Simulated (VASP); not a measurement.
OSZICAR of a VASP run on Al35N35O:

**OSZICAR**
```
...
   1 F= -.51098426E+03 E0= -.51098426E+03  d E =-.510984E+03  mag=     3.0000
       N       E                     dE             d eps       ncg     rms          rms(c)
DAV:   1    -0.511368990696E+03   -0.38474E+00   -0.20894E+02   740   0.342E+01    0.301E+00
RMM:   2    -0.511781118036E+03   -0.41213E+00   -0.52211E+00   729   0.484E+00    0.173E+00
RMM:   3    -0.511777729928E+03    0.33881E-02   -0.44123E-01   729   0.158E+00    0.122E+00
RMM:   4    -0.511739535481E+03    0.38194E-01   -0.17586E-01   729   0.874E-01    0.598E-01
RMM:   5    -0.511745685495E+03   -0.61500E-02   -0.39666E-02   732   0.453E-01    0.266E-01
RMM:   6    -0.511745347359E+03    0.33814E-03   -0.10417E-02   780   0.192E-01    0.161E-01
RMM:   7    -0.511745651325E+03   -0.30397E-03   -0.25152E-03   766   0.976E-02    0.103E-01
RMM:   8    -0.511745592253E+03    0.59072E-04   -0.62948E-04   732   0.534E-02    0.511E-02
RMM:   9    -0.511745613227E+03   -0.20974E-04   -0.20829E-04   744   0.318E-02    0.266E-02
RMM:  10    -0.511745616104E+03   -0.28768E-05   -0.45065E-05   548   0.142E-02
   2 F= -.51174562E+03 E0= -.51174562E+03  d E =-.761360E+00  mag=     3.0000
       N       E                     dE             d eps       ncg     rms          rms(c)
DAV:   1    -0.511769304072E+03   -0.23691E-01   -0.59893E+00   800   0.586E+00    0.485E-01
RMM:   2    -0.511778095041E+03   -0.87910E-02   -0.12331E-01   729   0.774E-01    0.270E-01
RMM:   3    -0.511778131305E+03   -0.36264E-04   -0.11515E-02   729   0.265E-01    0.184E-01
RMM:   4    -0.511777457794E+03    0.67351E-03   -0.37384E-03   729   0.130E-01    0.101E-01
RMM:   5    -0.511777555058E+03   -0.97264E-04   -0.82376E-04   733   0.649E-02    0.423E-02
RMM:   6    -0.511777572149E+03   -0.17091E-04   -0.22728E-04   766   0.283E-02    0.261E-02
RMM:   7    -0.511777577680E+03   -0.55304E-05   -0.38233E-05   525   0.133E-02
   3 F= -.51177758E+03 E0= -.51177758E+03  d E =-.793321E+00  mag=     3.0000
       N       E                     dE             d eps       ncg     rms          rms(c)
DAV:   1    -0.511902103152E+03   -0.12453E+00   -0.79323E+01   740   0.208E+01    0.167E+00
RMM:   2    -0.512021796046E+03   -0.11969E+00   -0.15173E+00   729   0.246E+00    0.846E-01
RMM:   3    -0.512027175946E+03   -0.53799E-02   -0.13096E-01   730   0.839E-01    0.560E-01
RMM:   4    -0.512022149094E+03    0.50269E-02   -0.37117E-02   729   0.406E-01    0.286E-01
RMM:   5    -0.512023297267E+03   -0.11482E-02   -0.87180E-03   743   0.198E-01    0.117E-01
RMM:   6    -0.512023436867E+03   -0.13960E-03   -0.16569E-03   768   0.833E-02    0.731E-02
RMM:   7    -0.512023491824E+03   -0.54957E-04   -0.43731E-04   748   0.422E-02    0.421E-02
RMM:   8    -0.512023490701E+03    0.11230E-05   -0.95702E-05   663   0.203E-02
   4 F= -.51202349E+03 E0= -.51202349E+03  d E =-.245913E+00  mag=     3.0000
       N       E                     dE             d eps       ncg     rms          rms(c)
DAV:   1    -0.512027013953E+03   -0.35221E-02   -0.11444E+01   768   0.787E+00    0.631E-01
RMM:   2    -0.512042470049E+03   -0.15456E-01   -0.20512E-01   729   0.925E-01    0.317E-01
RMM:   3    -0.512043503771E+03   -0.10337E-02   -0.18329E-02   729   0.325E-01    0.207E-01
RMM:   4    -0.512042964732E+03    0.53904E-03   -0.51741E-03   734   0.150E-01    0.108E-01
RMM:   5    -0.512043088839E+03   -0.12411E-03   -0.10719E-03   744   0.722E-02    0.454E-02
RMM:   6    -0.512043113312E+03   -0.24473E-04   -0.24598E-04   761   0.318E-02    0.285E-02
RMM:   7    -0.512043120930E+03   -0.76180E-05   -0.47504E-05   567   0.147E-02
   5 F= -.51204312E+03 E0= -.51204312E+03  d E =-.265543E+00  mag=     3.0000
       N       E                     dE             d eps       ncg     rms          rms(c)
DAV:   1    -0.512078139177E+03   -0.35026E-01   -0.44100E+01   756   0.154E+01    0.126E+00
RMM:   2    -0.512142451499E+03   -0.64312E-01   -0.78295E-01   728   0.186E+00    0.658E-01
RMM:   3    -0.512146822623E+03   -0.43711E-02   -0.68947E-02   729   0.634E-01    0.417E-01
RMM:   4    -0.512144014097E+03    0.28085E-02   -0.19991E-02   730   0.301E-01    0.194E-01
RMM:   5    -0.512144698510E+03   -0.68441E-03   -0.46035E-03   746   0.144E-01    0.882E-02
RMM:   6    -0.512144755146E+03   -0.56636E-04   -0.86196E-04   773   0.601E-02    0.552E-02
RMM:   7    -0.512144793421E+03   -0.38275E-04   -0.27554E-04   744   0.332E-02    0.346E-02
RMM:   8    -0.512144786393E+03    0.70271E-05   -0.70911E-05   618   0.174E-02
   6 F= -.51214479E+03 E0= -.51214479E+03  d E =-.101665E+00  mag=     3.0000
       N       E                     dE             d eps       ncg     rms          rms(c)
DAV:   1    -0.512145082855E+03   -0.28943E-03   -0.11687E+00   800   0.251E+00    0.210E-01
RMM:   2    -0.512146709465E+03   -0.16266E-02   -0.20552E-02   728   0.303E-01    0.108E-01
RMM:   3    -0.512146881458E+03   -0.17199E-03   -0.18785E-03   729   0.107E-01    0.694E-02
RMM:   4    -0.512146819632E+03    0.61826E-04   -0.51930E-04   732   0.480E-02    0.360E-02
RMM:   5    -0.512146834033E+03   -0.14401E-04   -0.12313E-04   705   0.240E-02    0.157E-02
RMM:   6    -0.512146836248E+03   -0.22156E-05   -0.29730E-05   497   0.108E-02
   7 F= -.51214684E+03 E0= -.51214684E+03  d E =-.103715E+00  mag=     3.0000
       N       E                     dE             d eps       ncg     rms          rms(c)
DAV:   1    -0.512161503097E+03   -0.14669E-01   -0.12793E+01   768   0.874E+00    0.675E-01
RMM:   2    -0.512176096658E+03   -0.14594E-01   -0.21722E-01   728   0.103E+00    0.353E-01
RMM:   3    -0.512176834492E+03   -0.73783E-03   -0.21313E-02   729   0.360E-01    0.231E-01
RMM:   4    -0.512176076381E+03    0.75811E-03   -0.62497E-03   729   0.169E-01    0.128E-01
RMM:   5    -0.512176256268E+03   -0.17989E-03   -0.14941E-03   740   0.845E-02    0.611E-02
RMM:   6    -0.512176271367E+03   -0.15098E-04   -0.45303E-04   755   0.413E-02    0.517E-02
RMM:   7    -0.512176274359E+03   -0.29927E-05   -0.85878E-05   625   0.195E-02
   8 F= -.51217627E+03 E0= -.51217627E+03  d E =-.294381E-01  mag=     3.0000
       N       E                     dE             d eps       ncg     rms          rms(c)
DAV:   1    -0.512176298271E+03   -0.26904E-04   -0.15322E-02   864   0.302E-01    0.297E-02
RMM:   2    -0.512176313881E+03   -0.15610E-04   -0.28274E-04   728   0.379E-02    0.173E-02
RMM:   3    -0.512176316589E+03   -0.27083E-05   -0.33620E-05   510   0.142E-02    0.125E-02
RMM:   4    -0.512176315966E+03    0.62357E-06   -0.10489E-05   450   0.674E-03
   9 F= -.51217632E+03 E0= -.51217632E+03  d E =-.294797E-01  mag=     3.0000
       N       E                     dE             d eps       ncg     rms          rms(c)
DAV:   1    -0.512181535330E+03   -0.52187E-02   -0.26365E+00   752   0.408E+00    0.291E-01
RMM:   2    -0.512184640848E+03   -0.31055E-02   -0.44940E-02   728   0.485E-01    0.163E-01
RMM:   3    -0.512184731598E+03   -0.90749E-04   -0.51513E-03   733   0.171E-01    0.106E-01
RMM:   4    -0.512184487420E+03    0.24418E-03   -0.14284E-03   729   0.853E-02    0.536E-02
RMM:   5    -0.512184559184E+03   -0.71764E-04   -0.32236E-04   746   0.408E-02    0.243E-02
RMM:   6    -0.512184563640E+03   -0.44561E-05   -0.69209E-05   602   0.167E-02
  10 F= -.51218456E+03 E0= -.51218456E+03  d E =-.824767E-02  mag=     3.0000
       N       E                     dE             d eps       ncg     rms          rms(c)
DAV:   1    -0.512184593079E+03   -0.33895E-04   -0.16165E-02   848   0.320E-01    0.243E-02
RMM:   2    -0.512184614423E+03   -0.21344E-04   -0.29958E-04   728   0.402E-02    0.158E-02
RMM:   3    -0.512184614874E+03   -0.45081E-06   -0.35584E-05   528   0.144E-02    0.104E-02
RMM:   4    -0.512184613207E+03    0.16672E-05   -0.11862E-05   443   0.764E-03
  11 F= -.51218461E+03 E0= -.51218461E+03  d E =-.829724E-02  mag=     3.0000
       N       E                     dE             d eps       ncg     rms          rms(c)
DAV:   1    -0.512186447334E+03   -0.18325E-02   -0.10815E+00   756   0.256E+00    0.192E-01
RMM:   2    -0.512187855492E+03   -0.14082E-02   -0.18771E-02   728   0.300E-01    0.981E-02
RMM:   3    -0.512187953935E+03   -0.98443E-04   -0.21161E-03   732   0.109E-01    0.642E-02
RMM:   4    -0.512187894171E+03    0.59764E-04   -0.48102E-04   733   0.491E-02    0.373E-02
RMM:   5    -0.512187909815E+03   -0.15644E-04   -0.14733E-04   723   0.267E-02    0.216E-02
RMM:   6    -0.512187908365E+03    0.14498E-05   -0.46196E-05   543   0.128E-02
  12 F= -.51218791E+03 E0= -.51218791E+03  d E =-.329516E-02  mag=     3.0000
       N       E                     dE             d eps       ncg     rms          rms(c)
DAV:   1    -0.512187961737E+03   -0.51922E-04   -0.10725E-01   800   0.805E-01    0.592E-02
RMM:   2    -0.512188110435E+03   -0.14870E-03   -0.19031E-03   728   0.958E-02    0.327E-02
RMM:   3    -0.512188120080E+03   -0.96450E-05   -0.21567E-04   728   0.348E-02    0.217E-02
RMM:   4    -0.512188113398E+03    0.66823E-05   -0.51575E-05   583   0.160E-02
  13 F= -.51218811E+03 E0= -.51218811E+03  d E =-.350019E-02  mag=     3.0000
       N       E                     dE             d eps       ncg     rms          rms(c)
DAV:   1    -0.512188971773E+03   -0.85169E-03   -0.55602E-01   740   0.183E+00    0.140E-01
RMM:   2    -0.512189601038E+03   -0.62927E-03   -0.89546E-03   728   0.214E-01    0.740E-02
RMM:   3    -0.512189712174E+03   -0.11114E-03   -0.10870E-03   731   0.820E-02    0.482E-02
RMM:   4    -0.512189692345E+03    0.19829E-04   -0.32305E-04   732   0.382E-02    0.245E-02
RMM:   5    -0.512189707389E+03   -0.15044E-04   -0.68379E-05   618   0.182E-02    0.127E-02
RMM:   6    -0.512189708562E+03   -0.11731E-05   -0.12876E-05   453   0.768E-03
  14 F= -.51218971E+03 E0= -.51218971E+03  d E =-.159516E-02  mag=     3.0000
```

Task: Which electronic solver shows in the log?

Result: It is blocked Davidson (ALGO = Normal, or the opening steps of other solvers) and then RMM-DIIS (ALGO = Fast or VeryFast). The INCAR had ALGO = Fast.

Task: How was spin treated?

Result: Collinear spin (ISPIN = 2): the summary line carries one mag value, 3.00 μB in the cell.

Task: Can the final energy be trusted as converged?

Result: The run converged. It stopped with EDIFF = 1E-5, NELM = 100, NSW = 70 and EDIFFG = -0.03 after 14 ionic steps (PBE GGA, plane waves, VASP's PBE PAW potentials (set 64)).  The cell is charged, with a uniform compensating background. The supercell is sampled at Γ alone, which is coarse: total energies, pressure and levels can be off, energies of defects by several tenths of an eV.

The cell is a supercell with a defect, built from AlN (wurtzite): O_N-vac_Al, charge -1. The total moment is imposed (NUPDOWN), so this need not be the lowest spin state.
